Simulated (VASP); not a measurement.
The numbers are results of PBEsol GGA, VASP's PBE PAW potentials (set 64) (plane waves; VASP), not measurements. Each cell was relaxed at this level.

Without a dispersion term in the relaxation, distances and binding between the weakly bound layers, chains or molecules are unreliable, and so is what depends on them.

Task: Which of these has an unstable (imaginary) mode at Γ?
A) TcN, P6_3/mmc (194)
B) MoS2, P6_3/mmc (194)
C) PtS2, P-3m1 (164)
D) GeSb, P4/mmm (123)

Result: A, TcN, P6_3/mmc (194). Its optical Γ-point modes are 174i, 99 (×2), 279, 448 (×2), 509 (×2), 643 cm⁻¹.
